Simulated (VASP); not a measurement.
# Ag3F (P6_3/mmc) in VASP: equation of state

Aim: energy against volume of Ag3F in PBE, for its equilibrium volume and stiffness.

Program: VASP 6.6.1. These are calculated values, not measurements. Logs are shortened: lines on timing, memory, paths and dates and some standing lists are left out, and cuts for length are marked.

**1. The crystal as given**

It takes space group P6_3/mmc (No. 194, hexagonal). Conventional cell: a = 5.809 Å, b = 5.809 Å, c = 4.576 Å, α = 90.00°, β = 90.00°, γ = 120.00°. Around Ag (site symmetry mm2) lie 4 F at 2.83 to 2.90 Å and 8 Ag at 2.84 to 2.92 Å. F (site symmetry -6m2) has 12 Ag at 2.83 to 2.90 Å as nearest neighbours.

The cell comes from a database or a generator and needn't be the stable form of this composition.

**2. Equation of state, PBE, 15.72 Å³/atom (volume scaled by 0.94)**

File INCAR:

```
PREC = Accurate
ENCUT = 520
EDIFF = 1E-7
ISMEAR = -1
SIGMA = 0.05
LREAL = False
LASPH = True
NELM = 80
ALGO = Normal
ISIF = 2
LWAVE = False
LCHARG = False
GGA = PE
NBANDS = 50
```

File KPOINTS:

```
Automatic mesh
0
Gamma
  5 5 6
```

File POSCAR:

```
Ag3F
1.0
    5.6908940867      0.0000000000      0.0000000000
   -2.8454470434      4.9284588494      0.0000000000
    0.0000000000      0.0000000000      4.4829141948
Ag F
6 2
Direct
    0.1673345050      0.3346690100      0.2500000000
    0.1673345050      0.8326654950      0.2500000000
    0.6653309900      0.8326654950      0.2500000000
    0.8326654950      0.6653309900      0.7500000000
    0.8326654950      0.1673345050      0.7500000000
    0.3346690100      0.1673345050      0.7500000000
    0.3333333333      0.6666666667      0.7500000000
    0.6666666667      0.3333333333      0.2500000000
```

Potentials or basis: VASP PAW PBE potentials, release 64 (Ag, F).

Run with:

```
> cat potpaw_PBE.64/Ag/POTCAR potpaw_PBE.64/F/POTCAR > POTCAR
> mpirun -np 1 vasp_std > vasp.out
```

OUTCAR:

```text
PREC = Accurate
   ENCUT = 520
   EDIFF = 1E-7
   ISMEAR = -1
   LREAL = False
   LASPH = True
   NELM = 80
   ISIF = 2
   GGA = PE

 Found     20 irreducible k-points:

 Following reciprocal coordinates:
            Coordinates               Weight
  0.000000  0.000000  0.000000      1.000000
  0.200000 -0.000000  0.000000      6.000000
  0.400000  0.000000  0.000000      6.000000
  0.200000  0.200000  0.000000      6.000000
  0.400000  0.200000  0.000000      6.000000
  0.000000  0.000000  0.166667      2.000000
   k-points           NKPTS =     20   k-points in BZ     NKDIM =     20   number of bands    NBANDS=     50
   number of dos      NEDOS =    301   number of ions     NIONS =      8
   total plane-waves  NPLWV =  63504
   dimension x,y,z NGX =    42 NGY =   42 NGZ =   36
   dimension x,y,z NGXF=    84 NGYF=   84 NGZF=   72
   ions per type =               6   2
   NGX,Y,Z   is equivalent  to a cutoff of  12.27, 12.27, 13.35 a.u.
   NGXF,Y,Z  is equivalent  to a cutoff of  24.54, 24.54, 26.70 a.u.
 SYSTEM =  unknown system
   PREC   = accura    normal or accurate (medium, high low for compatibility)
   ISTART =      0    job   : 0-new  1-cont  2-samecut
   ICHARG =      2    charge: 1-file 2-atom 10-const
   ISPIN  =      1    spin polarized calculation?
   LNONCOLLINEAR =      F non collinear calculations
   LSORBIT =      F    spin-orbit coupling
   LASPH  =      T    aspherical Exc in radial PAW
   ENCUT  =  520.0 eV  38.22 Ry    6.18 a.u.  10.58 10.58  8.34*2*pi/ulx,y,z
   NELM   =     80;   NELMIN=  2; NELMDL= -5     # of ELM steps
   EDIFF  = 0.1E-06   stopping-criterion for ELM
   LREAL  =      F    real-space projection
   EDIFFG = 0.1E-05   stopping-criterion for IOM
   NSW    =      0    number of steps for IOM
   IBRION =     -1    ionic relax: 0-MD 1-quasi-New 2-CG
   NFREE  =      0    steps in history (QN), initial steepest desc. (CG)
   ISIF   =      2    stress and relaxation
   ISYM   =      2    0-nonsym 1-usesym 2-fastsym
   POTIM  = 0.5000    time-step for ionic-motion
   TEBEG  =    0.0;   TEEND  =   0.0 temperature during run
   PSTRESS=    0.0 pullay stress
   NELECT =      80.0000    total number of electrons
   NUPDOWN=      -1.0000    fix difference up-down
   EMIN   =  10.00;   EMAX   =-10.00  energy-range for DOS
   EFERMI =   0.00;   METHOD = LEGACY
   ISMEAR =    -1;   SIGMA  =   0.05  broadening in eV -4-tet -1-fermi 0-gaus
   EFERMI_NEDOS =   21; number of points for ismear=-14 and -15
   IALGO  =     38    algorithm
   IMIX   =      4    mixing-type and parameters
     AMIX     =   0.40;   BMIX     =  1.00
     AMIX_MAG =   1.60;   BMIX_MAG =  1.00
  volume/ion in A,a.u.               =      15.72       106.06
  Fermi-wavevector in a.u.,A,eV,Ry     =   1.408059  2.660845 26.975315  1.982630
  Thomas-Fermi vector in A             =   2.530255
   LORBIT       =      0    0 simple, 1 ext, 2 COOP (PROOUT), +10 PAW based schemes
   GGA     = PE    functional components
   LHFCALC =     F    Hartree Fock is set to
   AEXX    =    0.0000 exact exchange contribution
   IVDW    =     0    specifies the selected vdW correction
   LEPSILON=     F    determine dielectric tensor
   LRPA    =     F    only Hartree local field effects (RPA)
 non-spin polarized calculation
  energy-cutoff  :      520.00
  volume of cell :      125.73
 maximum number of plane-waves:      3413
 NGX is ok and might be reduce to    42
   NGX = 21   NGY = 21   NGZ = 17

 number of electron      80.0000055 magnetization

 Free energy of the ion-electron system (eV)
  ---------------------------------------------------
  ext. energy  EPLUGINS =         0.00000000
  ---------------------------------------------------
  free energy    TOTEN  =       -22.32243826 eV

  energy without entropy =      -22.30393984  energy(sigma->0) =      -22.31318905

 E-fermi :   6.6540     XC(G=0): -11.6491

 val. band max:        6.6256489830   @ k =   0.2000   0.2000   0.3333
 cond. band min:       6.7029301747   @ k =   0.2000  -0.0000   0.1667
 fundamental gap:      0.0772811917
 Fermi energy:         6.6540344893

 k-point     1 :       0.0000    0.0000    0.0000
  band No.  band energies     occupation
      1     -15.8445      2.00000
      2     -15.8007      2.00000
      3       0.2979      2.00000
      4       0.4448      2.00000
      5       0.9804      2.00000
      6       1.0922      2.00000
[... 42 lines left out ...]
     49      14.7866      0.00000
     50      16.3242      0.00000

 k-point     2 :       0.2000   -0.0000    0.0000
  band No.  band energies     occupation
      1     -15.8388      2.00000
      2     -15.8026      2.00000
      3       0.3875      2.00000
      4       0.5517      2.00000
      5       0.8697      2.00000
      6       1.0059      2.00000
[... 42 lines left out ...]
     49      14.4801      0.00000
     50      15.4324      0.00000

 k-point     3 :       0.4000    0.0000    0.0000
  band No.  band energies     occupation
      1     -15.8273      2.00000
      2     -15.8081      2.00000
      3       0.2710      2.00000
      4       0.8273      2.00000
      5       0.8520      2.00000
      6       0.9424      2.00000
[... 42 lines left out ...]
     49      14.1214      0.00000
     50      14.7050      0.00000

 k-point     4 :       0.2000    0.2000    0.0000
  band No.  band energies     occupation
      1     -15.8300      2.00000
      2     -15.8067      2.00000
      3       0.3775      2.00000
      4       0.7507      2.00000
      5       0.7572      2.00000
      6       1.0505      2.00000
[... 42 lines left out ...]
     49      13.9882      0.00000
     50      14.5595      0.00000

 k-point     5 :       0.4000    0.2000    0.0000
  band No.  band energies     occupation
      1     -15.8213      2.00000
      2     -15.8122      2.00000
      3       0.3207      2.00000
      4       0.8003      2.00000
      5       0.8400      2.00000
      6       1.0202      2.00000
[... 42 lines left out ...]
     49      13.9920      0.00000
     50      14.9499      0.00000

 k-point     6 :       0.0000    0.0000    0.1667
  band No.  band energies     occupation
      1     -15.8397      2.00000
      2     -15.8022      2.00000
      3       0.1784      2.00000
      4       0.5856      2.00000
      5       0.9183      2.00000
      6       1.1417      2.00000
[... 42 lines left out ...]
     49      14.1094      0.00000
     50      14.8365      0.00000

 [... further k-points ...]

------------------------ aborting loop because EDIFF is reached ----------------------------------------

  FORCE on cell =-STRESS in cart. coord.  units (eV):
  Direction    XX          YY          ZZ          XY          YZ          ZX
  --------------------------------------------------------------------------------------
  -------------------------------------------------------------------------------------
  Total        3.7454625      3.7454625      3.9263413     -0.0000000      0.0000000      0.0000000
  in kB       47.7269818     47.7269818     50.0318503     -0.0000000      0.0000000      0.0000000
  external PRESSURE =      48.4952713 kB  Pullay stress =       0.0000000 kB

 VOLUME and BASIS-vectors are now :
 -----------------------------------------------------------------------------
  energy-cutoff  :      520.00
  volume of cell :      125.73
      direct lattice vectors                 reciprocal lattice vectors
     5.690894087  0.000000000  0.000000000     0.175719313  0.101451593  0.000000000
    -2.845447043  4.928458849  0.000000000     0.000000000  0.202903185  0.000000000
     0.000000000  0.000000000  4.482914195     0.000000000  0.000000000  0.223069181

 POSITION                                       TOTAL-FORCE (eV/Angst)
 -----------------------------------------------------------------------------------
     -0.00000      1.64940      1.12073        -0.000000      0.126820     -0.000000
     -1.41702      4.10376      1.12073         0.109830     -0.063410      0.000000
      1.41702      4.10376      1.12073        -0.109830     -0.063410      0.000000
      2.84545      3.27906      3.36219         0.000000     -0.126820      0.000000
      4.26247      0.82470      3.36219        -0.109830      0.063410     -0.000000
      1.42842      0.82470      3.36219         0.109830      0.063410     -0.000000
     -0.00000      3.28564      3.36219        -0.000000     -0.000000      0.000000
      2.84545      1.64282      1.12073        -0.000000     -0.000000      0.000000
 -----------------------------------------------------------------------------------
    total drift:                               -0.000001      0.000000     -0.000000

  FREE ENERGIE OF THE ION-ELECTRON SYSTEM (eV)
  ---------------------------------------------------
  free  energy   TOTEN  =       -22.3224382587 eV

  energy  without entropy=      -22.3039398383  energy(sigma->0) =      -22.31318905
```

Wall time 1.8 min (1 thread of Intel Xeon Platinum 8375C at 2.90GHz (Ice Lake), shared host); peak memory 0.28 GiB.

Results:

```yaml
Free_energy: -22.3224 eV
Pressure: 4.8 GPa
Largest_force: 0.127 eV/Å
Band_gap_on_the_k_mesh: none (metal or under the smearing width)
```

**3. Equation of state, PBE, 16.05 Å³/atom (volume scaled by 0.96)**

File INCAR:

```
SYSTEM = Ag3F
PREC     = Accurate       ! precision mode
ENCUT    = 520            ! plane-wave cutoff, eV
EDIFF    = 1E-7           ! SCF threshold, eV
ISMEAR   = -1             ! smearing method
SIGMA    = 0.05           ! smearing width, eV
LREAL    = .False.        ! projectors in reciprocal space
LASPH    = .True.         ! aspherical terms in the spheres
NELM     = 100            ! most SCF steps
ALGO     = Normal         ! electronic algorithm
ISIF     = 2              ! what is computed and relaxed
LWAVE    = .False.        ! write WAVECAR
LCHARG   = .False.        ! write CHGCAR
GGA      = PE             ! functional
NBANDS   = 50             ! bands
```

File KPOINTS:

```
regular mesh
0
Gamma
  5 5 6
  0 0 0
```

POSCAR: that of step 2 with these lines changed.

```diff
@@ -2,5 +2,5 @@
 1.0
-    5.6908940867      0.0000000000      0.0000000000
-   -2.8454470434      4.9284588494      0.0000000000
-    0.0000000000      0.0000000000      4.4829141948
+    5.7309721261      0.0000000000      0.0000000000
+   -2.8654860631      4.9631674496      0.0000000000
+    0.0000000000      0.0000000000      4.5144850533
 Ag F
```

Potentials or basis: VASP PAW PBE potentials, release 64 (Ag, F).

Run with:

```
> cat potpaw_PBE.64/Ag/POTCAR potpaw_PBE.64/F/POTCAR > POTCAR
> mpirun -np 1 vasp_std > vasp.out
```

Wall time 2 min (1 thread of Intel Xeon Platinum 8375C at 2.90GHz (Ice Lake), shared host); peak memory 0.32 GiB.

The run converged. Its results:

| Item | Value |
| --- | --- |
| Free energy | -22.3887 eV |
| Pressure | 2.8 GPa |
| Largest force | 0.083 eV/Å |
| Band gap on the k mesh | none (metal or under the smearing width) |

**4. Equation of state, PBE, 16.39 Å³/atom (volume scaled by 0.98)**

File INCAR:

```
SYSTEM = Ag3F
PREC = Accurate ; ENCUT = 520
EDIFF = 1E-7 ; ISMEAR = -1
SIGMA = 0.05 ; LREAL = .FALSE.
LASPH = .TRUE. ; NELM = 100
ALGO = Normal ; ISIF = 2
LWAVE = .FALSE. ; LCHARG = .FALSE.
GGA = PE ; NBANDS = 50
```

File KPOINTS:

```
Automatic mesh
0
G
  5 5 6
  0 0 0
```

POSCAR: that of step 3 with these lines changed.

```diff
@@ -2,5 +2,5 @@
 1.0
-    5.7309721261      0.0000000000      0.0000000000
-   -2.8654860631      4.9631674496      0.0000000000
-    0.0000000000      0.0000000000      4.5144850533
+    5.7704973208      0.0000000000      0.0000000000
+   -2.8852486604      4.9973972723      0.0000000000
+    0.0000000000      0.0000000000      4.5456204168
 Ag F
```

Potentials or basis: VASP PAW PBE potentials, release 64 (Ag, F).

Run with:

```
> cat potpaw_PBE.64/Ag/POTCAR potpaw_PBE.64/F/POTCAR > POTCAR
> mpirun -np 1 vasp_std > vasp.out
```

OUTCAR:

```text
SYSTEM = Ag3F
   PREC = Accurate
   ENCUT = 520
   EDIFF = 1E-7
   ISMEAR = -1
   LREAL = .FALSE.
   LASPH = .TRUE.
   NELM = 100
   ISIF = 2
   GGA = PE

 Found     20 irreducible k-points:

 Following reciprocal coordinates:
            Coordinates               Weight
  0.000000  0.000000  0.000000      1.000000
  0.200000  0.000000  0.000000      6.000000
  0.400000  0.000000  0.000000      6.000000
  0.200000  0.200000  0.000000      6.000000
  0.400000  0.200000  0.000000      6.000000
  0.000000  0.000000  0.166667      2.000000
   k-points           NKPTS =     20   k-points in BZ     NKDIM =     20   number of bands    NBANDS=     50
   number of dos      NEDOS =    301   number of ions     NIONS =      8
   total plane-waves  NPLWV =  82944
   dimension x,y,z NGX =    48 NGY =   48 NGZ =   36
   dimension x,y,z NGXF=    96 NGYF=   96 NGZF=   72
   ions per type =               6   2
   NGX,Y,Z   is equivalent  to a cutoff of  13.83, 13.83, 13.17 a.u.
   NGXF,Y,Z  is equivalent  to a cutoff of  27.66, 27.66, 26.33 a.u.
 SYSTEM =  Ag3F
   PREC   = accura    normal or accurate (medium, high low for compatibility)
   ISTART =      0    job   : 0-new  1-cont  2-samecut
   ICHARG =      2    charge: 1-file 2-atom 10-const
[... 64 lines left out ...]
      1     -16.1600      2.00000
      2     -16.1224      2.00000
      3       0.0195      2.00000
      4       0.1890      2.00000
      5       0.6686      2.00000
      6       0.7781      2.00000
[... 307 lines left out ...]
     49      13.3548      0.00000
     50      14.1074      0.00000

 [... further k-points ...]

------------------------ aborting loop because EDIFF is reached ----------------------------------------

  FORCE on cell =-STRESS in cart. coord.  units (eV):
  Direction    XX          YY          ZZ          XY          YZ          ZX
  --------------------------------------------------------------------------------------
  -------------------------------------------------------------------------------------
  Total        0.8167409      0.8167409      0.7637167      0.0000000      0.0000000      0.0000000
  in kB        9.9826215      9.9826215      9.3345329      0.0000000      0.0000000      0.0000000
  external PRESSURE =       9.7665919 kB  Pullay stress =       0.0000000 kB

 VOLUME and BASIS-vectors are now :
 -----------------------------------------------------------------------------
  energy-cutoff  :      520.00
  volume of cell :      131.08
      direct lattice vectors                 reciprocal lattice vectors
     5.770497321  0.000000000  0.000000000     0.173295289  0.100052082  0.000000000
    -2.885248660  4.997397272  0.000000000     0.000000000  0.200104163  0.000000000
     0.000000000  0.000000000  4.545620417     0.000000000  0.000000000  0.219991972

 POSITION                                       TOTAL-FORCE (eV/Angst)
 -----------------------------------------------------------------------------------
      0.00000      1.67247      1.13641        -0.000000      0.042936     -0.000000
     -1.43684      4.16116      1.13641         0.037184     -0.021468     -0.000000
      1.43684      4.16116      1.13641        -0.037184     -0.021468     -0.000000
      2.88525      3.32492      3.40922         0.000000     -0.042936      0.000000
      4.32209      0.83624      3.40922        -0.037184      0.021468      0.000000
      1.44840      0.83624      3.40922         0.037184      0.021468      0.000000
     -0.00000      3.33160      3.40922         0.000000     -0.000000     -0.000000
      2.88525      1.66580      1.13641        -0.000000      0.000000      0.000000
 -----------------------------------------------------------------------------------
    total drift:                               -0.000000      0.000000      0.000000

  FREE ENERGIE OF THE ION-ELECTRON SYSTEM (eV)
  ---------------------------------------------------
  free  energy   TOTEN  =       -22.4226591113 eV

  energy  without entropy=      -22.4045707812  energy(sigma->0) =      -22.41361495
```

It took 1.9 min on 1 thread of Intel Xeon Platinum 8375C at 2.90GHz (Ice Lake), shared host; peak memory 0.31 GiB.

Results:

```yaml
Free_energy: -22.4227 eV
Pressure: 1.0 GPa
Largest_force: 0.043 eV/Å
Band_gap_on_the_k_mesh: none (metal or under the smearing width)
```

**5. Equation of state, PBE, 17.05 Å³/atom (volume scaled by 1.02)**

File INCAR:

```
PREC = Accurate
ENCUT = 520
EDIFF = 1E-7
ISMEAR = -1
SIGMA = 0.05
LREAL = False
LASPH = True
NELM = 100
ALGO = Normal
ISIF = 2
LWAVE = False
LCHARG = False
GGA = PE
NBANDS = 50
```

File KPOINTS:

```
regular mesh
0
Gamma
  5 5 6
```

POSCAR: that of step 4 with these lines changed.

```diff
@@ -2,5 +2,5 @@
 1.0
-    5.7704973208      0.0000000000      0.0000000000
-   -2.8852486604      4.9973972723      0.0000000000
-    0.0000000000      0.0000000000      4.5456204168
+    5.8479629043      0.0000000000      0.0000000000
+   -2.9239814522      5.0644844356      0.0000000000
+    0.0000000000      0.0000000000      4.6066427376
 Ag F
```

Run with:

```
> cat potpaw_PBE.64/Ag/POTCAR potpaw_PBE.64/F/POTCAR > POTCAR
> mpirun -np 1 vasp_std > vasp.out
```

It took 1.9 min on 1 thread of Intel Xeon Platinum 8375C at 2.90GHz (Ice Lake), shared host; peak memory 0.32 GiB.

It converged, with:

```yaml
Free_energy: -22.4093 eV
Pressure: -2.0 GPa
Largest_force: 0.025 eV/Å
Band_gap_on_the_k_mesh: none (metal or under the smearing width)
```

**6. Equation of state, PBE, 17.39 Å³/atom (volume scaled by 1.04)**

File INCAR:

```
SYSTEM = Ag3F
ALGO = Normal
EDIFF = 1E-7
ENCUT = 520
GGA = PE
ISIF = 2
ISMEAR = -1
LASPH = .True.
LCHARG = .False.
LREAL = .False.
LWAVE = .False.
NBANDS = 50
NELM = 60
PREC = Accurate
SIGMA = 0.05
```

File KPOINTS:

```
k-points
0
Gamma
  5 5 6
  0 0 0
```

POSCAR: that of step 5 with these lines changed.

```diff
@@ -2,5 +2,5 @@
 1.0
-    5.8479629043      0.0000000000      0.0000000000
-   -2.9239814522      5.0644844356      0.0000000000
-    0.0000000000      0.0000000000      4.6066427376
+    5.8859377535      0.0000000000      0.0000000000
+   -2.9429688768      5.0973716197      0.0000000000
+    0.0000000000      0.0000000000      4.6365568403
 Ag F
```

Potentials or basis: VASP PAW PBE potentials, release 64 (Ag, F).

Run with:

```
> cat potpaw_PBE.64/Ag/POTCAR potpaw_PBE.64/F/POTCAR > POTCAR
> mpirun -np 1 vasp_std > vasp.out
```

It took 1.8 min on 1 thread of Intel Xeon Platinum 8375C at 2.90GHz (Ice Lake), shared host; peak memory 0.32 GiB.

The run converged. Its results:

```yaml
Free_energy: -22.3685 eV
Pressure: -3.2 GPa
Largest_force: 0.055 eV/Å
Band_gap_on_the_k_mesh: none (metal or under the smearing width)
```

**7. Equation of state, PBE, 17.72 Å³/atom (volume scaled by 1.06)**

File INCAR:

```
ALGO = Normal
EDIFF = 1E-7
ENCUT = 520
GGA = PE
ISIF = 2
ISMEAR = -1
LASPH = T
LCHARG = F
LREAL = F
LWAVE = F
NBANDS = 50
NELM = 100
PREC = Accurate
SIGMA = 0.05
```

File KPOINTS:

```
k-points
0
Gamma
  5 5 6
```

POSCAR: that of step 6 with these lines changed.

```diff
@@ -2,5 +2,5 @@
 1.0
-    5.8859377535      0.0000000000      0.0000000000
-   -2.9429688768      5.0973716197      0.0000000000
-    0.0000000000      0.0000000000      4.6365568403
+    5.9234288137      0.0000000000      0.0000000000
+   -2.9617144069      5.1298398302      0.0000000000
+    0.0000000000      0.0000000000      4.6660898457
 Ag F
```

Run with:

```
> cat potpaw_PBE.64/Ag/POTCAR potpaw_PBE.64/F/POTCAR > POTCAR
> mpirun -np 1 vasp_std > vasp.out
```

Run time: 1.7 min. Hardware: 1 thread of Intel Xeon Platinum 8375C at 2.90GHz (Ice Lake), shared host; peak memory 0.32 GiB.

The run converged. Its results:

```yaml
Free_energy: -22.3088 eV
Pressure: -4.2 GPa
Largest_force: 0.081 eV/Å
Band_gap_on_the_k_mesh: none (metal or under the smearing width)
```

**8. Equation of state, PBE**

No new run: the results of the series are fitted here.

What came out:

```
Equilibrium volume                        : 16.62 Å³/atom
Bulk modulus at fixed shape and positions : 77 GPa
Pressure derivative of the bulk modulus   : 5.6
```

Energy against volume, from the lowest point:
```tsv
volume (Å³/atom)	energy (meV/atom)
15.717	13.25
16.051	4.96
16.386	0.72
16.720	0.00
17.054	2.39
17.389	7.49
17.723	14.96
```

Caveat: the cell was scaled at fixed shape and fractional positions, which overstates the stiffness of a crystal with free parameters, most of all of layers and chains.
